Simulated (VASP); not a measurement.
Bi:

```
Bi
1.0
     2.26750    1.30914    3.93800
    -2.26750    1.30914    3.93800
     0.00000   -2.61828    3.93800
Bi
2
Cartesian
  0.0000 0.0000 2.7645
  0.0000 0.0000 9.0495
```

```yaml
Program: VASP 6.6.1
Task: relaxation of cell and atoms
Functional: PBE
Dispersion: D3(BJ)
Potentials_or_basis: VASP PAW PBE potentials, release 64 (Bi_d)
Cutoff: 600 eV
k_mesh: 10 × 10 × 10
Occupations: methfessel-paxton, width 0.1 eV
Spin: no spin polarisation
```

At the start: pressure 0.0 GPa; volume 35.07 Å³/atom.

How do energy, volume and symmetry change on relaxing?

Over 10 steps the energy falls by 3.8 meV/atom and the volume is 34.55 Å³/atom (-1.5 %); space group R-3m (No. 166, to 0.05 Å).

The path:
```csv
step,energy change (eV),largest force (eV/Å),pressure (GPa),volume (Å³)
1,0.0000,0.2175,0.03,70.14
2,-0.0035,0.1198,-0.22,70.21
3,-0.0050,0.0168,-0.50,70.28
4,-0.0070,0.0147,-0.01,69.37
5,-0.0070,0.0132,0.05,69.23
6,-0.0070,0.0127,0.07,69.19
7,-0.0073,0.0066,0.04,69.16
8,-0.0076,0.0158,-0.02,69.06
9,-0.0076,0.0103,0.01,69.08
10,-0.0076,0.0060,0.02,69.09
```

Final structure:
```
Bi
1.0
     2.26627    1.30843    3.88350
    -2.26627    1.30843    3.88350
     0.00000   -2.61686    3.88350
Bi
2
Direct
  0.23714 0.23714 0.23714
  0.76286 0.76286 0.76286
```

Caveat: pairwise dispersion overbinds metals, which lowers pressure and volume.
